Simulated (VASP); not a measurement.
Consider the following.

```yaml
crystal:
  lattice:
    - [4.28117, 0.00000, 0.00000]
    - [0.00000, 4.28117, 0.00000]
    - [0.00000, 0.00000, 6.03879]
  atoms:
    - { symbol: Cd, position: [0.50000, 0.50000, 0.50000] }
    - { symbol: Hg, position: [0.00000, 0.00000, 0.00000] }
    - { symbol: Se, position: [0.00000, 0.50000, 0.25301] }
    - { symbol: Se, position: [0.50000, 0.00000, 0.74699] }
```

Calculation: LDA (Ceperley-Alder, Perdew-Zunger), VASP's LDA PAW potentials (set 64) (plane waves; VASP 6.6.1). Numerical set-up: 400 eV cut-off, 8×8×6 Γ-centred mesh, tetrahedra with Blöchl corrections, potentials Cd Hg Se.

Unless said otherwise, spin-orbit coupling is left out, though it shifts the bands of the heavy elements here.

Question: Estimate the energy per atom (σ→0), band gap (on the k-mesh) with the smallest direct gap where there is one.

Answer: 
```yaml
band gap (on the k-mesh): none (metal, semimetal or under 0.01 eV)
energy per atom (σ→0): -3.060 eV/atom
```

The structure comes from a computed database's CdHgSe2 entry (P-4m2); how it stands against other phases isn't given here. It was relaxed first, which changed the volume by -6 %.
